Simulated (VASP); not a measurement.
Given:

```yaml
crystal:
  lattice:
    - [0.00000, 2.51622, 2.51622]
    - [2.51622, 0.00000, 2.51622]
    - [2.51622, 2.51622, 0.00000]
  atoms:
    - { symbol: Pr, position: [0.00000, 0.00000, 0.00000] }
    - { symbol: O, position: [0.50000, 0.50000, 0.50000] }
```

Level of theory: PBEsol GGA with spin-orbit coupling, VASP's PBE PAW potentials (set 64) (plane waves; VASP). Run with 520 eV cut-off, 11×11×11 Γ-centred mesh, Gaussian smearing of 0.050 eV, potentials Pr_3 O.

The 4f electrons are frozen in the core of the lanthanide potential, so 4f levels, which can set the real gap, and their magnetism are missing.

Question: Give the energies of bands 11 to 23 at the high-symmetry points, in eV from the Fermi level.

Answer: 
```csv
band,Γ,X,U,L,W
11,-4.55,-4.51,-5.45,-6.91,-5.91
12,-4.55,-4.51,-5.45,-6.91,-5.91
13,-4.41,-4.16,-5.12,-6.16,-4.63
14,-4.41,-4.16,-5.12,-6.16,-4.63
15,-4.41,-4.06,-4.37,-6.16,-4.31
16,-4.41,-4.06,-4.37,-6.16,-4.31
17,0.22,-2.69,-0.80,1.50,0.64
18,0.22,-2.69,-0.80,1.50,0.64
19,0.45,2.98,3.04,3.60,0.66
20,0.45,2.98,3.04,3.60,0.66
21,0.45,5.15,4.01,3.77,3.71
22,0.45,5.15,4.01,3.77,3.71
23,0.59,6.25,5.11,5.01,6.36
```

It has no gap at this level: it comes out as a metal or semimetal.

The structure comes from a computed database's PrO entry (Fm-3m); how it stands against other phases isn't given here. It was relaxed first.
